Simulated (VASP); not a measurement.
VASP input:

POSCAR:
```
NbAs
1
    3.2071026576    -0.0000000000     0.0000000000
   -0.0000000000     3.2071026576    -0.0000000000
    0.0000000000    -0.0000000000     3.2071026576
Nb As
1 1
Direct
  0.0000000000   0.0000000000   0.0000000000
  0.5000000000   0.5000000000   0.5000000000
```

### INCAR
```
! general
SYSTEM   =  NbAs
PREC     =  Accurate
ENCUT    =  400
LREAL    =  .FALSE.
LASPH    =  .TRUE.

! electronic loop
EDIFF    =  1E-6
NELM     =  100
ALGO     =  Normal
LMAXMIX  =  4
LMIXTAU  =  .TRUE.

! smearing
ISMEAR   =  1
SIGMA    =  0.1

! functional
METAGGA  =  R2SCAN

! ions
IBRION   =  2
NSW      =  60
ISIF     =  3
EDIFFG   =  -0.01

! output
LWAVE    =  .FALSE.
LCHARG   =  .FALSE.
```

File KPOINTS:
```
Automatic mesh
0
G
 10 10 10
```

POTCAR, in this order: Nb_sv As (PBE.64 set). Program: vasp_std.

### Question
Translate this r2SCAN calculation to Ansatz.

### Answer
One equivalent input (not run):
Ansatz 0.2 input:
```yaml
crystal:
  lattice:
    - [3.2071027, 0.0000000, 0.0000000]
    - [0.0000000, 3.2071027, 0.0000000]
    - [0.0000000, 0.0000000, 3.2071027]
  atoms:
    - { symbol: Nb, position: [0.0000000, 0.0000000, 0.0000000] }
    - { symbol: As, position: [0.5000000, 0.5000000, 0.5000000] }
kpoints:
  mp_grid: { grid: [10, 10, 10] }
hamiltonian:
  xc: r2scan
  pseudopotentials: { kind: paw }
scf:
  occupations: { method: methfessel_paxton, width: 0.1 }
  max_iter: 100
relax:
  max_steps: 60
  f_tol: 0.01
  cell: {}
output: { forces: true, stress: true, eigenvalues: true }
```
The two are equivalent in intent, not identical: each code has its own PAW files, so the cut-off isn't converted (ENCUT is set for VASP's; basis.ecutwfc is left out, and Ansatz then takes the one that its files recommend); Ansatz stops its SCF on the density residual and VASP on the energy change (EDIFF).

The structure was generated: NbAs was put into the CsCl type (Pm-3m), which need not be its known phase. This run relaxes it. Symmetry was kept, so distortions that lower it aren't found. The start is the result of an earlier pass.
